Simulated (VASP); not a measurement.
Calculation: PBEsol GGA, VASP's PBE PAW potentials (set 64) (plane waves; VASP).

A VASP calculation is set up with these files.

INCAR:
```
SYSTEM = Cd4S3Te
PREC = Accurate; ENCUT = 400; LREAL = .FALSE.
LASPH = .TRUE.
EDIFF = 1E-7; NELM = 100; ALGO = Normal
LMAXMIX = 4
ISMEAR = -5
GGA = PS
ISIF = 2
LWAVE = .FALSE.; LCHARG = .TRUE.; LORBIT = 11
NEDOS = 601
LEFG = .TRUE.
```

File POSCAR:
```
Cd4S3Te
1
    5.9882743496    -0.0000000000     0.0000000000
    0.0000000000     5.9882743496    -0.0000000000
   -0.0000000000     0.0000000000     5.9882743496
Cd Te S
4 1 3
Direct
  0.9856181947   0.9856181947   0.9856181947
  0.5143818053   0.5143818053   0.9856181947
  0.5143818053   0.9856181947   0.5143818053
  0.9856181947   0.5143818053   0.5143818053
  0.2500000000   0.2500000000   0.2500000000
  0.7500000000   0.7500000000   0.2500000000
  0.7500000000   0.2500000000   0.7500000000
  0.2500000000   0.7500000000   0.7500000000
```

**KPOINTS**
```
Automatic mesh
0
Gamma
4 4 4
0 0 0
```

POTCAR, in this order: Cd Te S (PBE.64 set). Program: vasp_std.

The resulting files:

OSZICAR:
```
       N       E                     dE             d eps       ncg     rms          rms(c)
DAV:   1     0.440592518192E+03    0.44059E+03   -0.30179E+04   860   0.124E+03
DAV:   2    -0.181719551039E+00   -0.44077E+03   -0.43255E+03   965   0.335E+02
DAV:   3    -0.271572553783E+02   -0.26976E+02   -0.26874E+02  1031   0.822E+01
DAV:   4    -0.275156085640E+02   -0.35835E+00   -0.35796E+00  1018   0.898E+00
DAV:   5    -0.275202088538E+02   -0.46003E-02   -0.45991E-02  1004   0.972E-01    0.150E+01
DAV:   6    -0.257387394920E+02    0.17815E+01   -0.44733E+00  1056   0.168E+01    0.117E+01
DAV:   7    -0.257006728561E+02    0.38067E-01   -0.15093E+00   945   0.514E+00    0.527E+00
DAV:   8    -0.256853247497E+02    0.15348E-01   -0.25734E-01  1033   0.378E+00    0.671E-01
DAV:   9    -0.256790850837E+02    0.62397E-02   -0.49440E-02  1046   0.184E+00    0.288E-01
DAV:  10    -0.256793335010E+02   -0.24842E-03   -0.29002E-03   929   0.325E-01    0.147E-01
DAV:  11    -0.256794134159E+02   -0.79915E-04   -0.19790E-04   999   0.749E-02    0.714E-02
DAV:  12    -0.256794552006E+02   -0.41785E-04   -0.77494E-05   948   0.553E-02    0.283E-02
DAV:  13    -0.256794595318E+02   -0.43312E-05   -0.13980E-05   912   0.166E-02    0.723E-03
DAV:  14    -0.256794597827E+02   -0.25090E-06   -0.14503E-06   938   0.574E-03    0.319E-03
DAV:  15    -0.256794599301E+02   -0.14743E-06   -0.89545E-07   849   0.437E-03    0.208E-03
DAV:  16    -0.256794598354E+02    0.94773E-07   -0.24534E-07   659   0.314E-03
   1 F= -.25679460E+02 E0= -.25679460E+02  d E =0.000000E+00
```

**OUTCAR**
```
------------------------ aborting loop because EDIFF is reached ----------------------------------------
  FORCE on cell =-STRESS in cart. coord.  units (eV):
  Direction    XX          YY          ZZ          XY          YZ          ZX
  --------------------------------------------------------------------------------------
  Total        0.0104138      0.0104138      0.0104138     -0.0000000     -0.0000000      0.0000000
  in kB        0.0776991      0.0776991      0.0776991     -0.0000000     -0.0000000      0.0000000
  external PRESSURE =       0.0776991 kB  Pullay stress =       0.0000000 kB
  volume of cell :      214.74
      direct lattice vectors                 reciprocal lattice vectors
     5.988274350  0.000000000  0.000000000     0.166993017  0.000000000  0.000000000
     0.000000000  5.988274350  0.000000000     0.000000000  0.166993017  0.000000000
     0.000000000  0.000000000  5.988274350     0.000000000  0.000000000  0.166993017
 POSITION                                       TOTAL-FORCE (eV/Angst)
 -----------------------------------------------------------------------------------
      5.90215      5.90215      5.90215         0.000190      0.000190      0.000190
      3.08026      3.08026      5.90215        -0.000190     -0.000190      0.000190
      3.08026      5.90215      3.08026        -0.000190      0.000190     -0.000190
      5.90215      3.08026      3.08026         0.000190     -0.000190     -0.000190
      1.49707      1.49707      1.49707        -0.000000     -0.000000     -0.000000
      4.49121      4.49121      1.49707        -0.000000      0.000000     -0.000000
      4.49121      1.49707      4.49121        -0.000000     -0.000000     -0.000000
      1.49707      4.49121      4.49121        -0.000000     -0.000000     -0.000000
 -----------------------------------------------------------------------------------
    total drift:                               -0.000000     -0.000000     -0.000000
  FREE ENERGIE OF THE ION-ELECTRON SYSTEM (eV)
  ---------------------------------------------------
  free  energy   TOTEN  =       -25.6794598354 eV

  energy  without entropy=      -25.6794598354  energy(sigma->0) =      -25.67945984

 total charge

# of ion       s       p       d       tot
------------------------------------------
    1        0.442   0.327   9.548  10.317
    2        0.442   0.327   9.548  10.317
    3        0.442   0.327   9.548  10.317
    4        0.442   0.327   9.548  10.317
    5        1.348   2.095   0.024   3.467
    6        1.321   2.359   0.000   3.679
    7        1.321   2.359   0.000   3.679
    8        1.321   2.359   0.000   3.679
--------------------------------------------------
tot          7.080  10.478  38.214  55.772

 Electric field gradients after diagonalization (V/A^2)
 (convention: |V_zz| > |V_xx| > |V_yy|)
----------------------------------------------------------------------
 ion       V_xx      V_yy      V_zz     asymmetry (V_yy - V_xx)/ V_zz
----------------------------------------------------------------------
   1      -1.735    -1.735     3.470       0.000
   2      -1.735    -1.735     3.470       0.000
   3      -1.735    -1.735     3.470       0.000
   4      -1.735    -1.735     3.470       0.000
   5      -0.000    -0.000    -0.000      -0.062
   6     -18.390   -18.390    36.780       0.000
   7     -18.390   -18.390    36.780       0.000
   8     -18.390   -18.390    36.780       0.000
```
(Selected blocks of OUTCAR.)

The structure was generated: Cd4S3Te was put into an ordered model structure (P-43m), which need not be its known phase. It was relaxed first.
